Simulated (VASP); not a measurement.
An input for Ansatz (written as the equivalent of a VASP run, and not itself run):

Ansatz 0.2 input:
```yaml
crystal:
  lattice:
    - [1.9664279, -3.4059530, 0.0000000]
    - [1.9664279, 3.4059530, 0.0000000]
    - [0.0000000, 0.0000000, 6.1062239]
  atoms:
    - { symbol: La, position: [0.3333330, 0.6666670, 0.2458766] }
    - { symbol: La, position: [0.6666670, 0.3333330, 0.7541234] }
    - { symbol: O, position: [1.0000000, 1.0000000, 0.0000000] }
    - { symbol: O, position: [0.3333330, 0.6666670, 0.6462714] }
    - { symbol: O, position: [0.6666670, 0.3333330, 0.3537286] }
kpoints:
  mp_grid: { grid: [6, 6, 4] }
hamiltonian:
  xc: r2scan
  pseudopotentials: { kind: paw }
scf:
  occupations: { method: gaussian, width: 0.05 }
  max_iter: 100
relax:
  max_steps: 60
  f_tol: 0.02
  cell: {}
output: { forces: true, stress: true, eigenvalues: true }
```

Problem. Write the VASP files for the same calculation (r2SCAN).

Solution. One answer among several that fit: 
File POSCAR:
```
La2O3
1.0
  1.9664279441  -3.4059530181   0.0000000000
  1.9664279441   3.4059530181   0.0000000000
  0.0000000000   0.0000000000   6.1062239326
La O
2 3
direct
  0.3333330000   0.6666670000   0.2458766489
  0.6666670000   0.3333330000   0.7541233511
  1.0000000000   1.0000000000   0.0000000000
  0.3333330000   0.6666670000   0.6462713918
  0.6666670000   0.3333330000   0.3537286082
```

**INCAR**
```
# general
SYSTEM =La2O3
PREC   =Accurate
ENCUT  =520
LREAL  =.FALSE.
LASPH  =.TRUE.

# electronic loop
EDIFF  =1E-6
NELM   =100
ALGO   =Normal
LMAXMIX=6
LMIXTAU=.TRUE.

# smearing
ISMEAR =0
SIGMA  =0.05

# functional
METAGGA=R2SCAN

# ions
IBRION =2
NSW    =60
ISIF   =3
EDIFFG =-0.02

# output
LWAVE  =.FALSE.
LCHARG =.FALSE.
```

KPOINTS:
```
Automatic mesh
0
Gamma
6 6 4
0 0 0
```

POTCAR, in this order: La O (PBE.64 set). Program: vasp_std.

The two are equivalent in intent, not identical: each code has its own PAW files, so the cut-off isn't converted (ENCUT is set for VASP's; basis.ecutwfc is left out, and Ansatz then takes the one that its files recommend); Ansatz stops its SCF on the density residual and VASP on the energy change (EDIFF).

The compound is La2O3 in the a-type structure. It was relaxed first. The start is the result of an earlier pass.
